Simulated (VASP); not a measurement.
Here is a VASP 6.6.1 calculation.

Contents of INCAR:

```
SYSTEM = Ge
PREC = Accurate
ENCUT = 350
EDIFF = 1E-7
ISMEAR = 0
SIGMA = 0.02
LREAL = .False.
LASPH = .True.
NELM = 100
ALGO = Normal
ISIF = 2
LWAVE = .False.
LCHARG = .False.
GGA = PE
NBANDS = 21
```

Contents of KPOINTS:

```
Automatic mesh
0
Gamma
  10 10 10
  0 0 0
```

The input POSCAR:

```
Ge                                      
1.0
    0.0000000000      2.8790271064      2.8790271064
    2.8790271064      0.0000000000      2.8790271064
    2.8790271064      2.8790271064      0.0000000000
  Ge            
     2
Direct
     0.0000000000000000    0.0000000000000000    0.0000000000000000
     0.2500000000000000    0.2500000000000000    0.2500000000000000
```

Potentials or basis: VASP PAW PBE potentials, release 64 (Ge_d).

Command:

```sh
$ cat potpaw_PBE.64/Ge_d/POTCAR > POTCAR
$ mpirun -np 1 vasp_std > vasp.out
```

Problem. Predict the band gap on the k mesh.

Solution. None (metal or under the smearing width).

Caveat: this crystal is a semiconductor, whose small gap the functional closes, so the metal is an error of the method.

**Measured values to compare with.**

From “Electronic and optical properties of SixGe1-x-ySny alloys lattice-matched to Ge”, 2021, arxiv:2109.02782, for a bulk crystal of Ge at 293 K: band gap 0.666 eV (indirect).

Measured gap of Ge: 0.666 eV (indirect; 293 K; “Electronic and optical properties of SixGe1-x-ySny alloys lattice-matched to Ge”, 2021, arxiv:2109.02782). This calculation gives 0.00 eV (-0.67 eV). 3 values of this kind are on record (0.666 to 0.807 eV); this one was drawn at random among those near their median. Spin-orbit coupling on Ge is left out. The value is that of PBE on a finite k mesh, which can miss the band edges, without temperature or zero-point motion. Semilocal functionals fall short of measured gaps as a rule.
